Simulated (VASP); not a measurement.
VASP runs on Mg2Ge (antifluorite) share one base input (PBE GGA, plane waves, VASP's PBE PAW potentials (set 64)) and change the settings named in each case.

### POSCAR
```
Mg2Ge
4.6087810
  0.0000000000   0.7071067165   0.7071067165
  0.7071067165   0.0000000000   0.7071067165
  0.7071067165   0.7071067165   0.0000000000
Mg Ge
2 1
Direct
  0.2500000000   0.2500000000   0.2500000000
  0.7500000000   0.7500000000   0.7500000000
  0.0000000000   0.0000000000   0.0000000000
```

INCAR:
```
LCHARG  =  F
LREAL  =  F
GGA  =  PE
SIGMA  =  0.05   ! width (eV)
ISMEAR  =  0   ! Gaussian
ISIF  =  2   ! forces and stress, cell fixed
NELM  =  100   ! most electronic steps
EDIFF  =  1E-6
LWAVE  =  F
LMAXMIX  =  4   ! l cut-off of mixed one-centre charges
ALGO  =  Normal   ! blocked Davidson
ENCUT  =  400   ! plane-wave cut-off (eV)
SYSTEM  =  Mg2Ge
PREC  =  Accurate
LASPH  =  T   ! aspherical one-centre terms
```

### KPOINTS
```
Automatic mesh
0
Gamma
5 5 5
0 0 0
```

POTCAR, in this order: Mg Ge_d (PBE.64 set). Program: vasp_std.

```json
[
 {"change": "base run", "E(σ→0) (eV/atom)": "-2.7571", "pressure (GPa)": "-2.42", "irreducible k-points": "10"},
 {"change": "KPOINTS 3×3×3 Γ-centred mesh", "E(σ→0) (eV/atom)": "-2.5907", "pressure (GPa)": "-2.60", "irreducible k-points": "4"},
 {"change": "KPOINTS 6×6×6 Γ-centred mesh", "E(σ→0) (eV/atom)": "-2.7708", "pressure (GPa)": "-2.39", "irreducible k-points": "16"},
 {"change": "KPOINTS 7×7×7 Γ-centred mesh", "E(σ→0) (eV/atom)": "?", "pressure (GPa)": "?", "irreducible k-points": "20"},
 {"change": "KPOINTS 8×8×8 Γ-centred mesh", "E(σ→0) (eV/atom)": "-2.7784", "pressure (GPa)": "-2.30", "irreducible k-points": "29"},
 {"change": "KPOINTS 9×9×9 Γ-centred mesh", "E(σ→0) (eV/atom)": "?", "pressure (GPa)": "-2.30", "irreducible k-points": "35"},
 {"change": "KPOINTS 10×10×10 Γ-centred mesh", "E(σ→0) (eV/atom)": "-2.7798", "pressure (GPa)": "-2.28", "irreducible k-points": "47"}
]
```

**Question.** What belongs in the gaps?

**Answer.** 
- KPOINTS 7×7×7 Γ-centred mesh, E(σ→0) (eV/atom): -2.7761
- KPOINTS 7×7×7 Γ-centred mesh, pressure (GPa): -2.32
- KPOINTS 9×9×9 Γ-centred mesh, E(σ→0) (eV/atom): -2.7794

Left out are runs that ran out of time, are held back, or changed the cell or the kind of run, fixed moments of cells without a moment, rows past the twelfth, gaps on odd meshes, pressures of charged cells and columns that move by less than the noise.

The compound is Mg2Ge in the antifluorite structure. The cell was not relaxed at this level.
